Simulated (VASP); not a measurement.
Calculation: PBE GGA with spin-orbit coupling, VASP's PBE PAW potentials (set 64) (plane waves; VASP).

VASP input:

**KPOINTS**
```
Automatic
0
Gamma
  5 5 4
0 0 0
```

### POSCAR
```
CaOs
1
    3.4652900000     0.0000000000     0.0000000000
    0.0000000000     3.4652900000     0.0000000000
    0.0000000000     0.0000000000     4.5420050000
Ca Os
1 1
Direct
  0.4902600000   0.5101010000   0.4950520000
  0.0097400000  -0.0101010000   0.0049480000
```

**INCAR**
```
ENCUT = 300   ! plane-wave cut-off (eV)
LREAL = .FALSE.
LNONCOLLINEAR = .TRUE.
EDIFF = 1E-6
ALGO = Normal
ISMEAR = 0   ! Gaussian
ISIF = 2   ! forces and stress, cell fixed
PREC = Accurate
LASPH = .TRUE.
LCHARG = .FALSE.
SIGMA = 0.1
GGA = PE   ! PBE
NELM = 100   ! most electronic steps
SYSTEM = CaOs
LMAXMIX = 6
LORBIT = 11   ! lm-projected
GGA_COMPAT = .FALSE.
LWAVE = .FALSE.
LSORBIT = .TRUE.
MAGMOM = 6*0.0
```

POTCAR, in this order: Ca_sv Os (PBE.64 set). Program: vasp_ncl.

The resulting files:

### OSZICAR
```
       N       E                     dE             d eps       ncg     rms          rms(c)
DAV:   1     0.973316651248E+02    0.97332E+02   -0.65871E+03  5696   0.855E+02
DAV:   2    -0.258838595319E+01   -0.99920E+02   -0.96491E+02  5760   0.296E+02
DAV:   3    -0.113554388992E+02   -0.87671E+01   -0.84145E+01  9764   0.635E+01
DAV:   4    -0.117456592649E+02   -0.39022E+00   -0.38607E+00  7336   0.124E+01
DAV:   5    -0.117600521976E+02   -0.14393E-01   -0.14377E-01  8192   0.216E+00    0.713E+00
DAV:   6    -0.114663881134E+02    0.29366E+00   -0.13341E+01  7142   0.176E+01    0.546E+00
DAV:   7    -0.109364071576E+02    0.52998E+00   -0.20299E+00  7080   0.814E+00    0.217E+00
DAV:   8    -0.109172938723E+02    0.19113E-01   -0.14838E-01  7456   0.213E+00    0.130E+00
DAV:   9    -0.109138773873E+02    0.34165E-02   -0.32582E-02  8028   0.124E+00    0.358E-01
DAV:  10    -0.109124619000E+02    0.14155E-02   -0.71101E-03  7112   0.599E-01    0.951E-02
DAV:  11    -0.109126041129E+02   -0.14221E-03   -0.82256E-04  7134   0.267E-01    0.448E-02
DAV:  12    -0.109125832260E+02    0.20887E-04   -0.83819E-05  7200   0.668E-02    0.188E-02
DAV:  13    -0.109125782746E+02    0.49514E-05   -0.34330E-05  7048   0.409E-02    0.467E-03
DAV:  14    -0.109125788419E+02   -0.56737E-06   -0.32369E-06  6144   0.118E-02
   1 F= -.10912579E+02 E0= -.10903562E+02  d E =-.180345E-01  mag=     0.0001     0.0017     0.0003
```

File OUTCAR:
```
------------------------ aborting loop because EDIFF is reached ----------------------------------------
  FORCE on cell =-STRESS in cart. coord.  units (eV):
  Direction    XX          YY          ZZ          XY          YZ          ZX
  --------------------------------------------------------------------------------------
  Total       -5.1900680     -5.1904945     -3.9304388     -0.0166437     -0.0166922      0.0161140
  in kB     -152.4603286   -152.4728577   -115.4582147     -0.4889168     -0.4903390      0.4733542
  external PRESSURE =    -140.1304670 kB  Pullay stress =       0.0000000 kB
  volume of cell :       54.54
      direct lattice vectors                 reciprocal lattice vectors
     3.465290000  0.000000000  0.000000000     0.288576136  0.000000000  0.000000000
     0.000000000  3.465290000  0.000000000     0.000000000  0.288576136  0.000000000
     0.000000000  0.000000000  4.542005000     0.000000000  0.000000000  0.220167085
 POSITION                                       TOTAL-FORCE (eV/Angst)
 -----------------------------------------------------------------------------------
      1.69889      1.76765      2.24853         0.078780     -0.081657      0.052886
      0.03375      3.43029      0.02247        -0.078780      0.081657     -0.052886
 -----------------------------------------------------------------------------------
    total drift:                               -0.000395      0.000360     -0.000109
  FREE ENERGIE OF THE ION-ELECTRON SYSTEM (eV)
  ---------------------------------------------------
  free  energy   TOTEN  =       -10.9125788419 eV

  energy  without entropy=      -10.8945443716  energy(sigma->0) =      -10.90356161

 total charge

# of ion       s       p       d       tot
------------------------------------------
    1        2.058   5.840   0.225   8.123
    2        0.582   0.158   5.869   6.609
--------------------------------------------------
tot          2.640   5.999   6.094  14.732

 magnetization (x)

# of ion       s       p       d       tot
------------------------------------------
    1       -0.000  -0.000  -0.000  -0.000
    2        0.000   0.000   0.000   0.000
--------------------------------------------------
tot          0.000   0.000   0.000   0.000

 magnetization (y)

# of ion       s       p       d       tot
------------------------------------------
    1       -0.000  -0.000  -0.000  -0.000
    2        0.000   0.000   0.002   0.002
--------------------------------------------------
tot          0.000   0.000   0.002   0.002

 magnetization (z)

# of ion       s       p       d       tot
------------------------------------------
    1       -0.000   0.000   0.000   0.000
    2        0.000   0.000   0.000   0.000
--------------------------------------------------
tot          0.000   0.000   0.000   0.000

 Ion:    1  E_soc:     -0.0071979

 Ion:    2  E_soc:     -0.8624815
```
(Selected blocks of OUTCAR.)

At this cut-off the stress carries a Pulay error, which pulls relaxed volumes low.

The structure was generated: CaOs was put into an ordered model structure, which need not be its known phase. The cell was not relaxed at this level, atoms are displaced from their ideal sites. The k-mesh is coarse (spacing up to 0.36 per Å, 2π included), so the numbers may not be converged in it. The run is one of a series of settings (GGA_COMPAT = .FALSE., LNONCOLLINEAR = .TRUE., LSORBIT = .TRUE., MAGMOM = 0.0 0.0 0.0 0.0 0.0 0.0, program vasp_ncl against the base run), some of them coarse on purpose.
